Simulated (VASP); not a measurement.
Computed with PBE GGA with spin-orbit coupling, VASP's PBE PAW potentials (set 64) (plane waves; VASP 6.6.1).

VASP input:

INCAR:
```
! general
SYSTEM        = MoSi2
PREC          = Accurate
ENCUT         = 300
LREAL         = .False.
LASPH         = .True.

! electronic loop
EDIFF         = 1E-6
NELM          = 100
ALGO          = Normal
LMAXMIX       = 4

! smearing
ISMEAR        = -1
SIGMA         = 0.1

! functional
GGA           = PE
GGA_COMPAT    = .False.

! spin
MAGMOM        = 9*0.0
LSORBIT       = .True.
LNONCOLLINEAR = .True.

! ions
ISIF          = 2

! output
LWAVE         = .False.
LCHARG        = .False.
LORBIT        = 11
```

File KPOINTS:
```
Automatic mesh
0
Gamma
5 5 7
0 0 0
```

POSCAR:
```
MoSi2
4.5340570
 -0.3539876098   0.3539876098   0.8656706345
  0.3539876098  -0.3539876098   0.8656706345
  0.3539876098   0.3539876098  -0.8656706345
Si Mo
2 1
Cartesian
  0.0080850770  -0.0040963446   1.1440097136
  0.0117481408   0.0082960536   0.5745646449
 -0.0198332178  -0.0041997090   0.0127669105
```

POTCAR, in this order: Si Mo_sv (PBE.64 set). Program: vasp_ncl.

Output of the run:

**OSZICAR**
```
       N       E                     dE             d eps       ncg     rms          rms(c)
DAV:   1     0.103261541559E+03    0.10326E+03   -0.86942E+03 11980   0.919E+02
DAV:   2    -0.200764206124E+02   -0.12334E+03   -0.11906E+03 12874   0.286E+02
DAV:   3    -0.240513851682E+02   -0.39750E+01   -0.38948E+01 13582   0.450E+01
DAV:   4    -0.240953108063E+02   -0.43926E-01   -0.43844E-01 12854   0.465E+00
DAV:   5    -0.240958038029E+02   -0.49300E-03   -0.49286E-03 13048   0.457E-01    0.211E+01
DAV:   6    -0.233557261420E+02    0.74008E+00   -0.53916E+00 12130   0.182E+01    0.477E+00
DAV:   7    -0.232328435087E+02    0.12288E+00   -0.75685E-01 11764   0.664E+00    0.447E+00
DAV:   8    -0.231987670147E+02    0.34076E-01   -0.93986E-02 12284   0.265E+00    0.607E-01
DAV:   9    -0.231982332450E+02    0.53377E-03   -0.42421E-03 13346   0.460E-01    0.316E-01
DAV:  10    -0.231980568203E+02    0.17642E-03   -0.25273E-04 12352   0.148E-01    0.165E-01
DAV:  11    -0.231980516495E+02    0.51709E-05   -0.19423E-04 12528   0.130E-01    0.398E-02
DAV:  12    -0.231980435732E+02    0.80763E-05   -0.58916E-05 12130   0.645E-02    0.125E-02
DAV:  13    -0.231980434072E+02    0.16602E-06   -0.39168E-06 10606   0.155E-02
   1 F= -.23198043E+02 E0= -.23193615E+02  d E =-.885770E-02  mag=    -0.0000     0.0000     0.0000
```

OUTCAR:
```
------------------------ aborting loop because EDIFF is reached ----------------------------------------
  FORCE on cell =-STRESS in cart. coord.  units (eV):
  Direction    XX          YY          ZZ          XY          YZ          ZX
  --------------------------------------------------------------------------------------
  Total        0.6773897      0.9352576      1.0750726      0.0884108      0.0585794     -0.3256616
  in kB       26.8348685     37.0503336     42.5891197      3.5024033      2.3206301    -12.9011194
  external PRESSURE =      35.4914406 kB  Pullay stress =       0.0000000 kB
  volume of cell :       40.44
      direct lattice vectors                 reciprocal lattice vectors
    -1.605000000  1.605000000  3.925000000     0.000000000  0.311526480  0.127388535
     1.605000000 -1.605000000  3.925000000     0.311526480  0.000000000  0.127388535
     1.605000000  1.605000000 -3.925000000     0.311526480  0.311526480  0.000000000
 POSITION                                       TOTAL-FORCE (eV/Angst)
 -----------------------------------------------------------------------------------
      0.03666     -0.01857      5.18701        -0.748965      0.163494      0.687648
      0.05327      0.03761      2.60511        -0.567056     -0.388437      0.388927
      3.12008     -0.01904      0.05789         1.316021      0.224943     -1.076575
 -----------------------------------------------------------------------------------
    total drift:                               -0.000221     -0.000076     -0.000127
  FREE ENERGIE OF THE ION-ELECTRON SYSTEM (eV)
  ---------------------------------------------------
  free  energy   TOTEN  =       -23.1980434072 eV

  energy  without entropy=      -23.1891857090  energy(sigma->0) =      -23.19361456

 total charge

# of ion       s       p       d       tot
------------------------------------------
    1        0.745   0.895   0.000   1.639
    2        0.749   0.868   0.000   1.616
    3        2.288   6.208   4.188  12.684
--------------------------------------------------
tot          3.781   7.970   4.188  15.940

 magnetization (x)

# of ion       s       p       d       tot
------------------------------------------
    1        0.000   0.000   0.000   0.000
    2       -0.000  -0.000   0.000  -0.000
    3       -0.000   0.000   0.000   0.000
--------------------------------------------------
tot          0.000  -0.000   0.000   0.000

 magnetization (y)

# of ion       s       p       d       tot
------------------------------------------
    1        0.000   0.000   0.000   0.000
    2       -0.000  -0.000   0.000  -0.000
    3        0.000   0.000   0.000   0.000
--------------------------------------------------
tot          0.000   0.000   0.000   0.000

 magnetization (z)

# of ion       s       p       d       tot
------------------------------------------
    1        0.000   0.000   0.000   0.000
    2        0.000   0.000   0.000   0.000
    3        0.000   0.000   0.000   0.000
--------------------------------------------------
tot          0.000   0.000   0.000   0.000

 Ion:    1  E_soc:     -0.0005487

 Ion:    2  E_soc:     -0.0005524

 Ion:    3  E_soc:     -0.1954534
```
(Selected blocks of OUTCAR.)

### OUTCAR
```
 val. band max:       12.1472134754   @ k =   0.4000   0.4000  -0.4286

 cond. band min:      12.2029133184   @ k =   0.4000   0.4000  -0.4286


 Fermi energy:        12.1708780303

 k-point     1 :       0.0000    0.0000    0.0000
  band No.  band energies     occupation
      1     -48.4879      1.00000
      2     -48.4879      1.00000
      3     -24.2393      1.00000
      4     -24.2393      1.00000
      5     -21.8589      1.00000
      6     -21.8589      1.00000
      7     -21.7989      1.00000
      8     -21.7989      1.00000
      9      -1.1926      1.00000
     10      -1.1926      1.00000
     11       5.8092      1.00000
     12       5.8092      1.00000
     13       8.7374      1.00000
     14       8.7374      1.00000
     15       9.0803      1.00000
     16       9.0803      1.00000
     17       9.5420      1.00000
     18       9.5420      1.00000
     19       9.6584      1.00000
     20       9.6584      1.00000
     21      12.4645      0.05037
     22      12.4646      0.05037
     23      15.0678      0.00000
     24      15.0678      0.00000
     25      15.2793      0.00000
     26      15.2793      0.00000
     27      15.6947      0.00000
     28      15.6947      0.00000
     29      15.8453      0.00000
     30      15.8453      0.00000

 k-point     2 :       0.2000    0.0000    0.0000
  band No.  band energies     occupation
      1     -48.4826      1.00000
      2     -48.4826      1.00000
      3     -24.2615      1.00000
      4     -24.2587      1.00000
      5     -21.8931      1.00000
      6     -21.8905      1.00000
      7     -21.8208      1.00000
      8     -21.8176      1.00000
      9      -0.4823      1.00000
     10      -0.4772      1.00000
     11       5.7212      1.00000
     12       5.7295      1.00000
     13       7.3390      1.00000
     14       7.3433      1.00000
     15       8.9314      1.00000
     16       8.9470      1.00000
     17       9.8909      1.00000
     18       9.9290      1.00000
...
```

At this cut-off the stress carries a Pulay error, which pulls relaxed volumes low.

The structure is a typed MoSi2 crystal. The cell was not relaxed at this level, atoms are displaced from their ideal sites. The k-mesh is coarse (spacing up to 0.42 per Å, 2π included), so the numbers may not be converged in it. The run is one of a series of settings (GGA_COMPAT = .FALSE., LNONCOLLINEAR = .TRUE., LSORBIT = .TRUE., MAGMOM = 0.0 0.0 0.0 0.0 0.0 0.0 0.0 0.0 0.0, program vasp_ncl against the base run), some of them coarse on purpose.
